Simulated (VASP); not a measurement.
A VASP calculation is set up with these files.

### POSCAR
```
CdI2
1
    2.1107182112    -3.6558714664     0.0000000000
    2.1107182112     3.6558714664    -0.0000000000
    0.0000000000     0.0000000000     6.8535894830
Cd I
1 2
Direct
  1.0000000000   0.0000000000   0.0000000000
  0.3333330000   0.6666670000   0.2485938319
  0.6666670000   0.3333330000   0.7514061681
```

### KPOINTS
```
Regular mesh
0
Gamma
 7 7 4
0 0 0
```

INCAR:
```
SYSTEM = CdI2
PREC = Accurate
ENCUT = 400
EDIFF = 1E-7
NELM = 100
ALGO = Normal
LREAL = .FALSE.
LASPH = .TRUE.
ISMEAR = -5
GGA = PS
LMAXMIX = 4
LWAVE = .FALSE.
LCHARG = .TRUE.
LORBIT = 11
NEDOS = 601
ISIF = 2
```

POTCAR, in this order: Cd I (PBE.64 set). Program: vasp_std.

**Question.** Translate this PBEsol calculation to Quantum ESPRESSO's pw.x.

**Answer.** One equivalent input (not run):
```
&CONTROL
  calculation = 'scf'
  pseudo_dir = './pseudo'
  outdir = './out'
  tprnfor = .true.
  tstress = .true.
/
&SYSTEM
  ibrav = 0
  nat = 3
  ntyp = 2
  ecutwfc = 102
  occupations = 'tetrahedra'
  input_dft = 'pbesol'
/
&ELECTRONS
  conv_thr = 7.3e-09
  electron_maxstep = 100
/
ATOMIC_SPECIES
  Cd 112.414 Cd.upf
  I 126.904 I.upf
CELL_PARAMETERS angstrom
     2.1107182   -3.6558715    0.0000000
     2.1107182    3.6558715   -0.0000000
     0.0000000    0.0000000    6.8535895
ATOMIC_POSITIONS crystal
  Cd   1.0000000  0.0000000  0.0000000
  I    0.3333330  0.6666670  0.2485938
  I    0.6666670  0.3333330  0.7514062
K_POINTS automatic
  7 7 4 0 0 0
```
What does not carry over: the potentials are each code's own (VASP's PAW set, PseudoDojo norm-conserving files in pw.x), so ENCUT and ecutwfc are chosen apart and not converted; conv_thr bounds pw.x's estimated SCF error, while EDIFF bounds the energy change between steps.

The compound is CdI2 in the 1T layered structure. It was relaxed first.
